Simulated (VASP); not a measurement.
These are PBEsol GGA, VASP's PBE PAW potentials (set 64) (plane waves; VASP) values and carry that method's errors.

VASP input:

**POSCAR**
```
YS
1.0
  0.0000000000   3.4063670000   3.4063670000
  3.4063670000   0.0000000000   3.4063670000
  3.4063670000   3.4063670000   0.0000000000
Y S
1 1
Cartesian
  0.0000000000   0.0000000000   0.0000000000
  1.7031835000   1.7031835000   1.7031835000
```

INCAR:
```
# general
SYSTEM  = YS
PREC    = Accurate
ENCUT   = 400
LREAL   = .False.   # projection in real space or not
LASPH   = .True.

# electronic loop
EDIFF   = 1E-6   # SCF stop (eV)
NELM    = 100   # most electronic steps
ALGO    = Normal
LMAXMIX = 4

# smearing
ISMEAR  = 1
SIGMA   = 0.1

# functional
GGA     = PS   # PBEsol

# ions
IBRION  = 2
NSW     = 60   # most ionic steps
ISIF    = 3   # ions, shape and volume
EDIFFG  = -0.01   # ionic stop

# output
LWAVE   = .False.
LCHARG  = .False.
```

File KPOINTS:
```
Automatic mesh
0
Gamma
8 8 8
0 0 0
```

POTCAR, in this order: Y_sv S (PBE.64 set). Program: vasp_std.

The resulting files:

**OUTCAR**
```
 ion  position               nearest neighbor table
   1  0.000  0.000  0.000-   2 2.95   2 2.95   2 2.95   2 2.95
   2  0.250  0.250  0.250-   1 2.95   1 2.95   1 2.95   1 2.95
  LATTYP: Found a face centered cubic cell.
 ALAT       =     6.8127340000
 Subroutine PRICEL returns:
 Original cell was already a primitive cell.
 Subroutine GETGRP returns: Found 24 space group operations
The static configuration has the point symmetry T_d .
The dynamic configuration has the point symmetry T_d .
 Subroutine INISYM returns: Found 24 space group operations
 Subroutine IBZKPT returns following result:
 Found     29 irreducible k-points:

 Following reciprocal coordinates:
            Coordinates               Weight
  0.000000  0.000000  0.000000      1.000000
  0.125000  0.000000  0.000000      8.000000
  0.250000  0.000000  0.000000      8.000000
  0.375000  0.000000  0.000000      8.000000
  0.500000  0.000000  0.000000      4.000000
  0.125000  0.125000  0.000000      6.000000
  0.250000  0.125000  0.000000     24.000000
  0.375000  0.125000  0.000000     24.000000
  0.500000  0.125000  0.000000     24.000000
...
```

**OSZICAR**
```
       N       E                     dE             d eps       ncg     rms          rms(c)
DAV:   1     0.583874824918E+02    0.58387E+02   -0.66476E+03   696   0.984E+02
DAV:   2    -0.948861472733E+01   -0.67876E+02   -0.64968E+02   936   0.197E+02
DAV:   3    -0.144896858241E+02   -0.50011E+01   -0.49461E+01   900   0.463E+01
DAV:   4    -0.147788114023E+02   -0.28913E+00   -0.28867E+00  1184   0.106E+01
DAV:   5    -0.147816785936E+02   -0.28672E-02   -0.28666E-02   900   0.117E+00    0.154E+01
DAV:   6    -0.133991775669E+02    0.13825E+01   -0.40480E+00   768   0.960E+00    0.129E+01
DAV:   7    -0.133397345141E+02    0.59443E-01   -0.85566E-01  1124   0.461E+00    0.740E+00
DAV:   8    -0.133388507925E+02    0.88372E-03   -0.12477E-01   868   0.210E+00    0.568E-01
DAV:   9    -0.133346064739E+02    0.42443E-02   -0.31813E-02   888   0.830E-01    0.274E-01
DAV:  10    -0.133348286239E+02   -0.22215E-03   -0.19242E-03   916   0.314E-01    0.111E-01
DAV:  11    -0.133348771671E+02   -0.48543E-04   -0.11877E-04  1032   0.925E-02    0.231E-02
DAV:  12    -0.133348759244E+02    0.12427E-05   -0.29752E-05  1048   0.359E-02    0.687E-03
DAV:  13    -0.133348762388E+02   -0.31440E-06   -0.18426E-06   796   0.836E-03
   1 F= -.13334876E+02 E0= -.13334877E+02  d E =-.133349E+02
       N       E                     dE             d eps       ncg     rms          rms(c)
DAV:   1    -0.336342569267E+02   -0.20299E+02   -0.42685E+02   760   0.171E+02    0.418E+01
DAV:   2    -0.177757727365E+02    0.15858E+02   -0.22525E+01   708   0.412E+01    0.141E+01
DAV:   3    -0.140602341518E+02    0.37155E+01   -0.16232E+01  1196   0.275E+01    0.111E+01
DAV:   4    -0.142126913726E+02   -0.15246E+00   -0.44601E-01  1180   0.398E+00    0.659E+00
DAV:   5    -0.143863943779E+02   -0.17370E+00   -0.57375E-01  1128   0.239E+00    0.131E+00
DAV:   6    -0.144033133265E+02   -0.16919E-01   -0.14202E-02   816   0.105E+00    0.530E-01
DAV:   7    -0.144084869647E+02   -0.51736E-02   -0.13531E-02  1184   0.558E-01    0.141E-01
DAV:   8    -0.144085179902E+02   -0.31025E-04   -0.45532E-04   852   0.184E-01    0.249E-02
DAV:   9    -0.144085153240E+02    0.26662E-05   -0.16089E-05   940   0.378E-02    0.142E-02
DAV:  10    -0.144085163665E+02   -0.10425E-05   -0.18776E-06   812   0.143E-02    0.774E-03
DAV:  11    -0.144085162633E+02    0.10313E-06   -0.79941E-07   592   0.934E-03
   2 F= -.14408516E+02 E0= -.14408992E+02  d E =-.107364E+01
       N       E                     dE             d eps       ncg     rms          rms(c)
DAV:   1    -0.148880522829E+02   -0.47954E+00   -0.87444E+00   920   0.235E+01    0.553E+00
DAV:   2    -0.145271720138E+02    0.36088E+00   -0.84681E-01   812   0.825E+00    0.296E+00
DAV:   3    -0.144386118542E+02    0.88560E-01   -0.79064E-01   956   0.541E+00    0.245E+00
DAV:   4    -0.144485580578E+02   -0.99462E-02   -0.41072E-02   848   0.185E+00    0.139E+00
DAV:   5    -0.144600039052E+02   -0.11446E-01   -0.15340E-02  1268   0.665E-01    0.257E-01
DAV:   6    -0.144605121655E+02   -0.50826E-03   -0.48739E-04   936   0.148E-01    0.158E-01
DAV:   7    -0.144608785557E+02   -0.36639E-03   -0.56450E-04  1280   0.125E-01    0.501E-02
DAV:   8    -0.144608824245E+02   -0.38688E-05   -0.15726E-05   832   0.322E-02    0.341E-02
DAV:   9    -0.144608840640E+02   -0.16395E-05   -0.77304E-06   888   0.298E-02    0.848E-03
DAV:  10    -0.144608839070E+02    0.15696E-06   -0.21381E-07   536   0.390E-03
   3 F= -.14460884E+02 E0= -.14461423E+02  d E =-.112601E+01
```

OUTCAR:
```
------------------------ aborting loop because EDIFF is reached ----------------------------------------
  FORCE on cell =-STRESS in cart. coord.  units (eV):
  Direction    XX          YY          ZZ          XY          YZ          ZX
  --------------------------------------------------------------------------------------
  Total       -0.0046032     -0.0046032     -0.0046032     -0.0000000     -0.0000000     -0.0000000
  in kB       -0.1335467     -0.1335467     -0.1335467     -0.0000000     -0.0000000     -0.0000000
  external PRESSURE =      -0.1335467 kB  Pullay stress =       0.0000000 kB
  volume of cell :       55.23
      direct lattice vectors                 reciprocal lattice vectors
    -0.000000000  3.022521446  3.022521446    -0.165424798  0.165424798  0.165424798
     3.022521446 -0.000000000  3.022521446     0.165424798 -0.165424798  0.165424798
     3.022521446  3.022521446  0.000000000     0.165424798  0.165424798 -0.165424798
 POSITION                                       TOTAL-FORCE (eV/Angst)
 -----------------------------------------------------------------------------------
      0.00000      0.00000      0.00000         0.000000      0.000000      0.000000
      1.51126      1.51126      1.51126        -0.000000     -0.000000     -0.000000
 -----------------------------------------------------------------------------------
    total drift:                                0.000000      0.000000      0.000000
  FREE ENERGIE OF THE ION-ELECTRON SYSTEM (eV)
  ---------------------------------------------------
  free  energy   TOTEN  =       -14.4608839070 eV

  energy  without entropy=      -14.4625017264  energy(sigma->0) =      -14.46142318

 reached required accuracy - stopping structural energy minimisation
```
(Selected blocks of OUTCAR.)

### CONTCAR
```
YS
   1.00000000000000
    -0.0000000000000000    3.0225214461910861    3.0225214461910861
     3.0225214461910861   -0.0000000000000000    3.0225214461910861
     3.0225214461910861    3.0225214461910861    0.0000000000000000
  Y               S
     1     1
Direct
     0.0000000000000000    0.0000000000000000    0.0000000000000000
     0.2500000000000000    0.2500000000000000    0.2500000000000000
```

Energy and stress use the plane-wave basis of the starting cell.

The structure was generated: YS was put into the zinc blende type (F-43m), which need not be its known phase. This run relaxes it. Symmetry was kept, so distortions that lower it aren't found. The electron count is odd and the run is not spin-polarised, which forces a metal.
